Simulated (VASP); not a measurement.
Method: revPBE GGA, VASP's PBE PAW potentials (set 64) (plane waves; VASP).

Input for VASP

POSCAR:
```
PtSe2
1
    1.8650000000    -3.2302750000     0.0000000000
    1.8650000000     3.2302750000     0.0000000000
    0.0000000000     0.0000000000     5.0800000000
Pt Se
1 2
Direct
  0.0000000000   0.0000000000   0.0000000000
  0.3333330000   0.6666670000   0.2550000000
  0.6666670000   0.3333330000   0.7450000000
```

### INCAR
```
SYSTEM = PtSe2
PREC = Accurate
ENCUT = 400
EDIFF = 1E-6
NELM = 100
ALGO = Normal
LREAL = .FALSE.
LASPH = .TRUE.
ISMEAR = 0
SIGMA = 0.05
GGA = RE
LMAXMIX = 6
LWAVE = .FALSE.
LCHARG = .FALSE.
ISIF = 2
```

**KPOINTS**
```
kpoints
0
G
 6 6 4
0 0 0
```

POTCAR, in this order: Pt Se (PBE.64 set). Program: vasp_std.

The run wrote:

### OUTCAR
```
 ion  position               nearest neighbor table
   1  0.000  0.000  0.000-   2 2.51   3 2.51   3 2.51   2 2.51   3 2.51   2 2.51
   2  0.333  0.667  0.255-   1 2.51   1 2.51   1 2.51
   3  0.667  0.333  0.745-   1 2.51   1 2.51   1 2.51
  LATTYP: Found a hexagonal cell.
 ALAT       =     3.7300002112
 C/A-ratio  =     1.3619302178
 Subroutine PRICEL returns:
 Original cell was already a primitive cell.
 Subroutine GETGRP returns: Found 12 space group operations
The static configuration has the point symmetry D_3d.
The dynamic configuration has the point symmetry D_3d.
 Subroutine INISYM returns: Found 12 space group operations
 Subroutine IBZKPT returns following result:
 Found     24 irreducible k-points:

 Following reciprocal coordinates:
            Coordinates               Weight
  0.000000  0.000000  0.000000      1.000000
  0.166667  0.000000  0.000000      6.000000
  0.333333  0.000000  0.000000      6.000000
  0.500000  0.000000  0.000000      3.000000
  0.166667  0.166667  0.000000      6.000000
  0.333333  0.166667  0.000000     12.000000
  0.333333  0.333333  0.000000      2.000000
  0.000000  0.000000  0.250000      2.000000
  0.166667  0.000000  0.250000      6.000000
  0.000000  0.166667  0.250000      6.000000
  0.333333  0.000000  0.250000      6.000000
  0.000000  0.333333  0.250000      6.000000
  0.500000  0.000000  0.250000      6.000000
  0.166667  0.166667  0.250000     12.000000
  0.333333  0.166667  0.250000     12.000000
 -0.166667  0.500000  0.250000     12.000000
  0.333333  0.333333  0.250000      4.000000
  0.000000  0.000000  0.500000      1.000000
  0.166667  0.000000  0.500000      6.000000
  0.333333  0.000000  0.500000      6.000000
  0.500000  0.000000  0.500000      3.000000
  0.166667  0.166667  0.500000      6.000000
  0.333333  0.166667  0.500000     12.000000
  0.333333  0.333333  0.500000      2.000000
   k-points           NKPTS =     24   k-points in BZ     NKDIM =     24   number of bands    NBANDS=     15
   number of dos      NEDOS =    301   number of ions     NIONS =      3
   total plane-waves  NPLWV =  20736
   dimension x,y,z NGX =    24 NGY =   24 NGZ =   36
   dimension x,y,z NGXF=    48 NGYF=   48 NGZF=   72
   ions per type =               1   2
   PREC   = accura    normal or accurate (medium, high low for compatibility)
   ISTART =      0    job   : 0-new  1-cont  2-samecut
   ICHARG =      2    charge: 1-file 2-atom 10-const
   ISPIN  =      1    spin polarized calculation?
   LNONCOLLINEAR =      F non collinear calculations
   LSORBIT =      F    spin-orbit coupling
   INIWAV =      1    electr: 0-lowe 1-rand  2-diag
   ENCUT  =  400.0 eV  29.40 Ry    5.42 a.u.   6.08  6.08  8.28*2*pi/ulx,y,z
   NELM   =    100;   NELMIN=  2; NELMDL= -5     # of ELM steps
   EDIFF  = 0.1E-05   stopping-criterion for ELM
   LREAL  =      F    real-space projection
   NLSPLINE    = F    spline interpolate recip. space projectors
   LMAXMIX     =    6 max onsite mixed and CHGCAR
   VOSKOWN=      0    Vosko Wilk Nusair interpolation
   EDIFFG = 0.1E-04   stopping-criterion for IOM
   NSW    =      0    number of steps for IOM
   NBLOCK =      1;   KBLOCK =      1    inner block; outer block
   IBRION =     -1    ionic relax: 0-MD 1-quasi-New 2-CG
   NFREE  =      0    steps in history (QN), initial steepest desc. (CG)
   ISIF   =      2    stress and relaxation
   ISYM   =      2    0-nonsym 1-usesym 2-fastsym
   TEIN   =    0.0    initial temperature
   TEBEG  =    0.0;   TEEND  =   0.0 temperature during run
   SMASS  =  -3.00    Nose mass-parameter (am)
   PSTRESS=    0.0 pullay stress
   NELECT =      22.0000    total number of electrons
   EFERMI =   0.00;   METHOD = LEGACY
...
```

OSZICAR:
```
       N       E                     dE             d eps       ncg     rms          rms(c)
DAV:   1     0.987072962193E+02    0.98707E+02   -0.89038E+03   760   0.104E+03
DAV:   2    -0.979549347218E+01   -0.10850E+03   -0.10628E+03   930   0.215E+02
DAV:   3    -0.137075318307E+02   -0.39120E+01   -0.39013E+01   853   0.445E+01
DAV:   4    -0.137371596062E+02   -0.29628E-01   -0.29611E-01   937   0.412E+00
DAV:   5    -0.137375085399E+02   -0.34893E-03   -0.34893E-03   860   0.418E-01    0.127E+01
DAV:   6    -0.132259462398E+02    0.51156E+00   -0.47737E+00   727   0.214E+01    0.794E+00
DAV:   7    -0.130387585422E+02    0.18719E+00   -0.90239E-01   727   0.101E+01    0.391E+00
DAV:   8    -0.130245536161E+02    0.14205E-01   -0.59520E-02   790   0.190E+00    0.852E-01
DAV:   9    -0.130225132146E+02    0.20404E-02   -0.91101E-03   867   0.102E+00    0.185E-01
DAV:  10    -0.130227769251E+02   -0.26371E-03   -0.12979E-03   832   0.320E-01    0.556E-02
DAV:  11    -0.130228077770E+02   -0.30852E-04   -0.18735E-04   874   0.142E-01    0.184E-02
DAV:  12    -0.130228156754E+02   -0.78984E-05   -0.38800E-05   874   0.490E-02    0.701E-03
DAV:  13    -0.130228175388E+02   -0.18634E-05   -0.30999E-06   874   0.138E-02    0.348E-03
DAV:  14    -0.130228176229E+02   -0.84028E-07   -0.41110E-07   549   0.661E-03
   1 F= -.13022818E+02 E0= -.13021557E+02  d E =-.252051E-02
```

File OUTCAR:
```
------------------------ aborting loop because EDIFF is reached ----------------------------------------
  FORCE on cell =-STRESS in cart. coord.  units (eV):
  Direction    XX          YY          ZZ          XY          YZ          ZX
  --------------------------------------------------------------------------------------
  Total        2.7361309      2.7361313      2.0051370      0.0000000      0.0000000      0.0000000
  in kB       71.6201795     71.6201903     52.4858929      0.0000000      0.0000000      0.0000000
  external PRESSURE =      65.2420876 kB  Pullay stress =       0.0000000 kB
  volume of cell :       61.21
      direct lattice vectors                 reciprocal lattice vectors
     1.865000000 -3.230275000  0.000000000     0.268096515 -0.154785583  0.000000000
     1.865000000  3.230275000  0.000000000     0.268096515  0.154785583  0.000000000
     0.000000000  0.000000000  5.080000000     0.000000000  0.000000000  0.196850394
 POSITION                                       TOTAL-FORCE (eV/Angst)
 -----------------------------------------------------------------------------------
      0.00000      0.00000      0.00000        -0.000000     -0.000000      0.000000
      1.86500      1.07676      1.29540         0.000000      0.000000      0.223117
      1.86500     -1.07676      3.78460         0.000000     -0.000000     -0.223117
 -----------------------------------------------------------------------------------
    total drift:                               -0.000000     -0.000000      0.000000
  FREE ENERGIE OF THE ION-ELECTRON SYSTEM (eV)
  ---------------------------------------------------
  free  energy   TOTEN  =       -13.0228176229 eV

  energy  without entropy=      -13.0202971108  energy(sigma->0) =      -13.02155737
```
(Selected blocks of OUTCAR.)

File OUTCAR:
```
 val. band max:        6.4959976049   @ k =   0.0000   0.1667   0.2500

 cond. band min:       6.5401934806   @ k =   0.0000   0.3333   0.2500


 Fermi energy:         6.5023093303

 k-point     1 :       0.0000    0.0000    0.0000
  band No.  band energies     occupation
      1      -9.0690      2.00000
      2      -6.3403      2.00000
      3      -0.6308      2.00000
      4       0.2144      2.00000
      5       0.2144      2.00000
      6       2.5800      2.00000
      7       2.5800      2.00000
      8       3.8921      2.00000
      9       5.4759      2.00000
     10       5.4759      2.00000
     11       6.9409      0.00000
     12       7.8496      0.00000
     13       7.8496      0.00000
     14      10.1743      0.00000
     15      10.7007      0.00000

 k-point     2 :       0.1667    0.0000    0.0000
  band No.  band energies     occupation
      1      -8.7710      2.00000
      2      -6.4602      2.00000
      3      -0.2700      2.00000
      4       0.3971      2.00000
      5       0.4229      2.00000
      6       2.0885      2.00000
      7       2.4044      2.00000
      8       3.3692      2.00000
      9       4.7233      2.00000
     10       5.1460      2.00000
     11       5.9356      2.00000
     12       7.8867      0.00000
     13       8.0062      0.00000
     14      11.5090      0.00000
     15      12.0196      0.00000

 k-point     3 :       0.3333    0.0000    0.0000
  band No.  band energies     occupation
      1      -8.0129      2.00000
      2      -6.7526      2.00000
      3       0.0816      2.00000
      4       0.7316      2.00000
      5       0.8102      2.00000
      6       1.2932      2.00000
      7       2.3713      2.00000
      8       2.9067      2.00000
      9       3.9532      2.00000
     10       4.1759      2.00000
     11       4.4848      2.00000
     12       7.5607      0.00000
     13       8.5153      0.00000
     14      11.2330      0.00000
     15      12.9123      0.00000
...
```

Unless said otherwise, spin-orbit coupling is left out, though it shifts the bands of the heavy elements here.

The compound is PtSe2 in the 1T layered structure. The cell was not relaxed at this level. The k-mesh is coarse (spacing up to 0.32 per Å, 2π included), so the numbers may not be converged in it. The run is one of a series of settings (GGA = RE against the base run), some of them coarse on purpose.
